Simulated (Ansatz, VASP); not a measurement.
**Nb in two plane-wave programs**

One calculation is typed for both programs; each brings its own data sets. How far apart do they land? The cell is taken from a series of runs on this material, whose earlier steps may have relaxed, scaled, displaced or heated it; both programs get it as it stands.

Calculated with Ansatz 0.2.0; plane waves, with VASP 6.6.1 beside it; elastic constants at PBE.

**1. The starting structure**

Symmetry: Im-3m, No. 229, cubic system. Conventional cell: a = 3.313 Å, b = 3.313 Å, c = 3.313 Å, α = 90.00°, β = 90.00°, γ = 90.00°. Nearest to Nb lie 8 Nb at 2.87 Å.

Structure file:

```cif
data_structure
_symmetry_space_group_name_H-M 'Im-3m'
_symmetry_Int_Tables_number 229
_cell_length_a 3.3133
_cell_length_b 3.3133
_cell_length_c 3.3133
_cell_angle_alpha 90.000
_cell_angle_beta 90.000
_cell_angle_gamma 90.000
_cell_volume 36.37
loop_
_atom_site_label
_atom_site_type_symbol
_atom_site_symmetry_multiplicity
_atom_site_Wyckoff_symbol
_atom_site_fract_x
_atom_site_fract_y
_atom_site_fract_z
_atom_site_occupancy
Nb1 Nb 2 a 0.00000 0.00000 0.00000 1
```

**2. Ansatz: elastic constants, PBE**

Ansatz runs on its default PAW (the set named soft_2) files.

Elastic constants are differences of stresses under small strains, so they test the stress and the mesh.

Contents of input.yaml:

```yaml
crystal:
  lattice:
    - [-1.6566418784, 1.6566418784, 1.6566418784]
    - [1.6566418784, -1.6566418784, 1.6566418784]
    - [1.6566418784, 1.6566418784, -1.6566418784]
  atoms:
    - { symbol: Nb, position: [0.0, 0.0, 0.0] }
kpoints:
  mp_grid: { grid: [22, 22, 22] }
hamiltonian:
  xc: pbe
scf:
  occupations: { method: fermi_dirac, width: 0.15 }
output:
  forces: true
  stress: true
  eigenvalues: true
elastic:
  mode: relaxed_ion
  amplitude: 0.01
```

Command:

```console
$ ansatz run input.yaml --threads 4 --pin off --max-ram 14336MiB --backend cpu --events-out ev --progress --plain --runs-dir out
```

Numbers of over 12 decimals in the logs are rounded to 6 here.

The program printed:

```text
Engine: ansatz 0.2.0, x86_64-unknown-linux-gnu
Pseudopotentials: kind: paw
Pseudopotential: Nb, paw, valence charge 13, recommended cutoff 420 eV (normal), Nb.paw.azcp
Functional definition: PBE
  parameter kappa = 0.804
  parameter beta = 0.066725
  exchange = pbe_x(kappa = kappa, mu = beta*pi^2/3)
  correlation = pbe_c(beta = beta)
Crystal: 1 atoms, lattice volume = 18.186 Å³
Basis set: ecut = 420 eV, 369 PW (Γ), exchange–correlation on 40×40×40 points (8 copies of the dense FFT grid, shifted against one another)
Bands: 11, of which v1, the nominal top of the filled ones, is band 7 counted from 1 (6 counted from 0)
Symmetry: 48 space group operations
Space group: Im-3m (ITA 229), of the structure as read, at distance tolerance 2.6e-5 Å
k-points: 328 of 10648
Non-local potential: Nb, projectors of the file, l = 0: 3, l = 1: 2, l = 2: 2, l = 3: 1
PAW form: soft (Blöchl's): semilocal exchange-correlation on the pseudo side does not see the compensation charge
PAW one-centre angular grid: Nb, 590 points (default); XC on 64 Gauss nodes
Initial density: superposition of atomic densities (neutral atoms: chi_scale 0, normalization atom), corrected by the library's trained network
Initial wavefunctions: pseudopotential atomic-orbital guess
Functional: x = pbe(κ = 0.804, μ = 0.219515), c = pbe(β = 0.066725)
SCF iter   1: F=—  HF=-4552.338437 eV  |F-HF|=—  |Δ(HF+E_count)|=         —  Δρ=3.24e-3  dr2=1.48e-3  ethr=1.77e-3  ⟨swp⟩=5.0  Hψ=20234  notcnv=0
preconditioner: auto → none  [metal: Δε(μ)=0.008 eV  Ē_g=7.563 eV  σ=0.150 eV  W_gap=0.01  n_scr=0 (ndim 8)  ℏωp=19.5 eV  f_vac=0.000  D(μ)=1.41/eV (n_scr^D=12)]
SCF iter   2: F=—  HF=-4552.338135 eV  |F-HF|=—  |Δ(HF+E_count)|=   3.02e-4  Δρ=1.32e-3  dr2=1.51e-4  ethr=1.14e-5  ⟨swp⟩=2.3  Hψ=7806  notcnv=0
SCF iter   3: F=—  HF=-4552.338151 eV  |F-HF|=—  |Δ(HF+E_count)|=   1.63e-5  Δρ=4.05e-4  dr2=1.54e-5  ethr=1.16e-6  ⟨swp⟩=1.0  Hψ=3604  notcnv=0
SCF iter   4: F=—  HF=-4552.338154 eV  |F-HF|=—  |Δ(HF+E_count)|=   2.46e-6  Δρ=2.95e-5  dr2=3.89e-8  ethr=1.19e-7  ⟨swp⟩=1.0  Hψ=3604  notcnv=0
SCF iter   5: F=—  HF=-4552.338154 eV  |F-HF|=—  |Δ(HF+E_count)|=   3.91e-7  Δρ=2.76e-6  dr2=4.71e-10  ethr=2.99e-10  ⟨swp⟩=2.1  Hψ=5805  notcnv=0
SCF iter   6: F=—  HF=-4552.338154 eV  |F-HF|=—  |Δ(HF+E_count)|=  7.73e-11  Δρ=6.18e-7  dr2=1.48e-11  ethr=3.62e-12  ⟨swp⟩=2.1  Hψ=5776  notcnv=0
SCF iter   7: F=-4552.338154 eV  HF=-4552.338154 eV  |F-HF|=1.82e-12  |Δ(HF+E_count)|=  1.00e-11  Δρ=3.86e-8  dr2=5.68e-14  ethr=1.00e-12  ⟨swp⟩=3.0  Hψ=13748  notcnv=0
SCF 1 converged in 7 iterations: F = -4552.338154 eV  dr2 = 5.68e-14
  greatest PAW one-centre occupation: 0.998 electrons in one spin orbital (limit 2), on the Nb atom at site 0 (counted from 0), in its partial waves of l = 0
Crystal: 1 atoms, lattice volume = 17.823 Å³
Basis set: ecut = 420 eV, 353 PW (Γ), exchange–correlation on 40×40×40 points (8 copies of the dense FFT grid, shifted against one another)
Symmetry: 16 space group operations
k-points: 834 of 10648
Initial density: handed on by an earlier stage of this run
Initial wavefunctions: those handed on with the density
iter 1 solved again at ethr=2.20e-6 eV; its pass at ethr=3.10e-3 eV (dr2=2.86e-4 eV) is discarded
SCF iter   1: F=—  HF=-4552.332405 eV  |F-HF|=—  |Δ(HF+E_count)|=         —  Δρ=2.02e-3  dr2=2.83e-4  ethr=2.20e-6  ⟨swp⟩=2.0  Hψ=68023  notcnv=0
preconditioner: auto → none  [metal: Δε(μ)=0.001 eV  Ē_g=7.701 eV  σ=0.150 eV  W_gap=0.00  n_scr=0 (ndim 8)  ℏωp=19.7 eV  f_vac=0.000  D(μ)=1.38/eV (n_scr^D=12)]
SCF iter   2: F=—  HF=-4552.332431 eV  |F-HF|=—  |Δ(HF+E_count)|=   2.68e-5  Δρ=9.86e-4  dr2=6.40e-5  ethr=2.18e-6  ⟨swp⟩=1.0  Hψ=9164  notcnv=0
[...]
SCF 2 converged in 7 iterations: F = -4552.332445 eV  dr2 = 1.87e-14
Crystal: 1 atoms, lattice volume = 18.550 Å³
[...]
SCF 5 converged in 4 iterations: F = -4552.336751 eV  dr2 = 2.43e-14
Crystal: 1 atoms, lattice volume = 18.185 Å³
Symmetry: 8 space group operations
k-points: 1530 of 10648
[...]
preconditioner: auto → none  [metal: Δε(μ)=0.001 eV  Ē_g=7.555 eV  σ=0.150 eV  W_gap=0.00  n_scr=0 (ndim 8)  ℏωp=19.5 eV  f_vac=0.000  D(μ)=1.41/eV (n_scr^D=12)]
[...]
SCF 6 converged in 7 iterations: F = -4552.337713 eV  dr2 = 4.28e-14
[...]
preconditioner: auto → none  [metal: Δε(μ)=0.001 eV  Ē_g=7.556 eV  σ=0.150 eV  W_gap=0.00  n_scr=0 (ndim 8)  ℏωp=19.5 eV  f_vac=0.000  D(μ)=1.41/eV (n_scr^D=12)]
[...]
SCF iter   5: F=—  HF=-4552.337713 eV  |F-HF|=—  |Δ(HF+E_count)|=  3.97e-10  Δρ=4.71e-7  dr2=1.06e-11  ethr=3.39e-12  ⟨swp⟩=2.7  Hψ=26016  notcnv=0  defer=2
SCF iter   6: F=-4552.337713 eV  HF=-4552.337713 eV  |F-HF|=2.73e-12  |Δ(HF+E_count)|=  4.55e-12  Δρ=2.13e-8  dr2=4.68e-14  ethr=1.00e-12  ⟨swp⟩=3.0  Hψ=65769  notcnv=0
SCF 7 converged in 6 iterations: F = -4552.337713 eV  dr2 = 4.68e-14
SCF iter   1: F=—  HF=-4552.338044 eV  |F-HF|=—  |Δ(HF+E_count)|=         —  Δρ=9.19e-6  dr2=9.01e-10  ethr=1.00e-12  ⟨swp⟩=8.8  Hψ=137250  notcnv=0  defer=1
preconditioner: auto → none  [metal: Δε(μ)=0.005 eV  Ē_g=7.556 eV  σ=0.150 eV  W_gap=0.01  n_scr=0 (ndim 8)  ℏωp=19.5 eV  f_vac=0.000  D(μ)=1.41/eV (n_scr^D=12)]
SCF iter   2: F=—  HF=-4552.338044 eV  |F-HF|=—  |Δ(HF+E_count)|=   2.15e-8  Δρ=4.51e-6  dr2=1.23e-10  ethr=1.00e-12  ⟨swp⟩=2.3  Hψ=37773  notcnv=0  defer=1
SCF iter   3: F=—  HF=-4552.338044 eV  |F-HF|=—  |Δ(HF+E_count)|=   6.93e-9  Δρ=9.35e-7  dr2=4.97e-12  ethr=9.47e-13 (applied; sched 1.00e-12)  ⟨swp⟩=1.0  Hψ=16822  notcnv=0  defer=1
SCF iter   4: F=-4552.338044 eV  HF=-4552.338044 eV  |F-HF|=9.09e-13  |Δ(HF+E_count)|=  3.13e-10  Δρ=1.25e-8  dr2=2.28e-14  ethr=1.00e-12  ⟨swp⟩=3.0  Hψ=60392  notcnv=0
SCF 8 converged in 4 iterations: F = -4552.338044 eV  dr2 = 2.28e-14
SCF iter   1: F=—  HF=-4552.338044 eV  |F-HF|=—  |Δ(HF+E_count)|=         —  Δρ=9.19e-6  dr2=8.99e-10  ethr=1.00e-12  ⟨swp⟩=8.6  Hψ=136518  notcnv=0  defer=1
SCF iter   2: F=—  HF=-4552.338044 eV  |F-HF|=—  |Δ(HF+E_count)|=   2.16e-8  Δρ=4.51e-6  dr2=1.23e-10  ethr=1.00e-12  ⟨swp⟩=2.3  Hψ=37986  notcnv=0  defer=1
SCF iter   3: F=—  HF=-4552.338044 eV  |F-HF|=—  |Δ(HF+E_count)|=   6.94e-9  Δρ=9.33e-7  dr2=4.95e-12  ethr=9.46e-13 (applied; sched 1.00e-12)  ⟨swp⟩=1.0  Hψ=16821  notcnv=0  defer=1
SCF iter   4: F=-4552.338044 eV  HF=-4552.338044 eV  |F-HF|=1.82e-12  |Δ(HF+E_count)|=  3.10e-10  Δρ=1.25e-8  dr2=2.27e-14  ethr=1.00e-12  ⟨swp⟩=3.0  Hψ=60391  notcnv=0
SCF 9 converged in 4 iterations: F = -4552.338044 eV  dr2 = 2.27e-14
SCF converged after 7 iterations
Free energy (F): -4552.338154 eV
Harris-Foulkes:  -4552.338154 eV  (|F-HF|=1.82e-12)
Internal energy: -4552.235865 eV  (E = F + TS)
E sigma→0 (E₀):  -4552.287010 eV
Entropy (-TS):   -0.102289 eV (-102.289 meV/atom)
Fermi energy:    17.619765 eV
--- Per-component energies (eV) ---
  E_band       = -69.871250
  E_kinetic    = 394.929171
  E_local      = -699.138931  (includes V_loc(G=0)·N_el)
  E_nonlocal   = 119.900666
  E_hartree    = 217.588497
  E_xc         = -175.630194
  E_vxc        = -213.071727  (∫ρ·V_xc dr)
  E_paw        = -3073.413299  (= ΣΔE_a)
  E_vpaw       = -107.667428  (= ΣTr[D̂ρ^β])
  E_aug_tail   = 0.000006  (compensation charges beyond the density's cutoff)
  E_ewald      = -1336.471780
  E_smearing   = -0.102289  (= −TS)
  E_closure    = 0.000000  (closes the sum)
  Σ components = -4552.338154   (vs F -4552.338154, Δ=0.00e0)
--- Forces (eV/Å), atoms counted from 1 ---
  atom   1  Nb     0.00000000     0.00000000     0.00000000
  max |Σ_I F_I| component: 6.29e-33 eV/Å
--- Stress (GPa, compression-positive) ---
       -0.003339       0.000000      -0.000000
        0.000000      -0.003339       0.000000
        0.000000       0.000000      -0.003339
  P = ⅓ Tr σ = -0.0033 GPa (-0.033 kbar)
--- Band table (eV; the first three rows and the last of 328) ---
  k-point 0: bands = [... 3 lower, -12.0971, 11.6874, 17.9487, 17.9487, 17.9487, 20.8262, 20.8262, 31.6886]
  k-point 1: bands = [... 3 lower, -12.0973, 11.7724, 17.8961, 17.9373, 18.0296, 20.7423, 20.8262, 31.7592]
  k-point 2: bands = [... 3 lower, -12.0980, 12.0199, 17.7466, 17.8923, 18.2702, 20.5404, 20.8291, 31.9470]
  k-point 327: bands = [... 3 lower, -13.0005, 13.9115, 13.9115, 23.1219, 23.1219, 23.1219, 26.5672, 26.5672]
--- Elastic constants: 2 strain directions × 4 members + reference (group order 48) ---
  dense FFT box of the reference and of every strained cell: 20×20×20
  strains applied: 11, 23; error gains: componentwise 1.00 (the most a stress slope's error grows in a printed constant), spectral 1.73 (1 for all six strains in a standard setting)
  C = ∂σ_k/∂η_j (tension-positive GPa; Voigt order 11 22 33 23 13 12):
       244.051    130.406    130.406     -0.000     -0.000     -0.000
       130.406    244.051    130.406     -0.000      0.000      0.000
       130.406    130.406    244.051      0.000      0.000      0.000
        -0.000     -0.000     -0.000     19.354     -0.000     -0.000
         0.000      0.000      0.000      0.000     19.354     -0.000
        -0.000      0.000     -0.000      0.000     -0.000     19.354
  reference stress σ⁰ (GPa):      0.003      0.003      0.003     -0.000     -0.000     -0.000
  C* (energy form; C + prestress term) asymmetry max|C*_kj − C*_jk| = 2.842e-14 GPa — a small one proves nothing (zero by symmetry where the batch's group is 432, −43m or m−3m); a large one is finite-difference/SCF noise where every solve meets its electron count
  moduli (Voigt/Reuss/Hill, GPa): K = 168.29/168.29/168.29   G = 34.34/26.29/30.31   E = 85.79   ν = 0.415
  mechanically stable: yes (min eigenvalue of sym C = 19.35 GPa)
  strain η (Voigt 11):  stress-route row diagonal C_11 = 244.05 GPa, energy-path curvature d²(F+E_count+ΔE)/dδ²/Ω₀ = 244.06 GPa
    cells at ±δ against ±2δ: C31 130.50 and 130.78 GPa, apart by 0.12 % of the column's largest entry
         δ    σ_11 (GPa)             F (eV)   n_scf  n_hpsi   n_pw
    -2.000e-2      -5.1104       -4552.3324454       7  169027    370   relax 0 steps, max|allowed force component| 0.00e0 eV/Å
    -1.000e-2      -2.4951       -4552.3367505       4  150967    370   relax 0 steps, max|allowed force component| 0.00e0 eV/Å
     1.000e-2       2.3858       -4552.3367868       4  149917    371   relax 0 steps, max|allowed force component| 0.00e0 eV/Å
     2.000e-2       4.6510       -4552.3327822       6  159163    378   relax 0 steps, max|allowed force component| 0.00e0 eV/Å
  strain η (Voigt 23):  stress-route row diagonal C_44 = 19.35 GPa, energy-path curvature d²(F+E_count+ΔE)/dδ²/Ω₀ = 19.36 GPa
    cells at ±δ against ±2δ: C44 19.39 and 19.49 GPa, apart by 0.53 % of the column's largest entry
         δ    σ_23 (GPa)             F (eV)   n_scf  n_hpsi   n_pw
    -2.000e-2      -0.3898       -4552.3377132       7  312307    372   relax 0 steps, max|allowed force component| 0.00e0 eV/Å
    -1.000e-2      -0.1939       -4552.3380440       4  271462    370   relax 0 steps, max|allowed force component| 0.00e0 eV/Å
     1.000e-2       0.1939       -4552.3380440       4  271973    370   relax 0 steps, max|allowed force component| 0.00e0 eV/Å
     2.000e-2       0.3898       -4552.3377132       6  288531    372   relax 0 steps, max|allowed force component| 0.00e0 eV/Å
```

Reading the cycles: dr2 is the Hartree energy of the density residual (eV), the measure of convergence; HF is the Harris–Foulkes estimate of the energy, which meets the free energy F at convergence.

(Continued in part 2 of 2.)

[Lines on the potential files, build, host, timing and source positions are cut from VASP's logs without a mark.]

[Logs are printed without paths, hosts, clocks, repeated set-up lines and the standing remarks that a program may print on its own settings, such as how far it seeks lower states.]

[Hosts, paths, dates, database ids (printed as entryN), source tags and the programs' standing remarks are cut or masked in the printed files.]
